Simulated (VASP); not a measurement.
```
Si
1.0
    0.00000     2.72185     2.72185
    2.72185     0.00000     2.72185
    2.72185     2.72185     0.00000
Si
2
Direct
  0.25000   0.25000   0.25000
  0.00000   0.00000   0.00000
```

Level of theory: LDA (Ceperley-Alder, Perdew-Zunger), VASP's LDA PAW potentials (set 64) (plane waves; VASP). Settings: 400 eV cut-off, 8×8×8 Γ-centred mesh, Gaussian smearing of 0.050 eV, potentials Si.

Energy and stress use the plane-wave basis of the starting cell.

Question: The ions, cell shape and volume are relaxed. What does this cell relax into?

Answer: 
```
Si
1.0
    0.00000     2.70148     2.70148
    2.70148     0.00000     2.70148
    2.70148     2.70148     0.00000
Si
2
Direct
  0.25000   0.25000   0.25000
  0.00000   0.00000   0.00000
```
Space group Fd-3m (227), at a tolerance of 0.03 Å.

Question: How do energy and volume change from the first to the last step?

Answer: The energy (σ→0) changes by -3.0 meV/atom and the volume by -2.2 %, in 3 ionic steps.

The structure comes from a computed database's Si entry (Fd-3m); how it stands against other phases isn't given here. This run relaxes it. Symmetry was kept, so distortions that lower it aren't found.
